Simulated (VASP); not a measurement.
Energy against volume of NaCl (rock salt). All values below come from vdW-DF-cx, VASP's PBE PAW potentials (set 64) (plane waves; VASP 6.6.1).

| V (Å³/atom) | E (eV/atom) |
|---|---|
| 21.144 | -1.47932 |
| 21.819 | -1.48536 |
| 22.494 | -1.48765 |
| 23.169 | -1.48677 |
| 23.843 | -1.48321 |

### Question
Fit a third-order Birch-Murnaghan equation of state.

### Answer

* **volume per atom**: 22.63 Å³/atom
* **bulk modulus**: 24.4 GPa
* **pressure derivative of the bulk modulus**: 4.65
* **lattice constant a**: 0.5657 nm

The compound is NaCl in the rock salt structure. It was relaxed first.
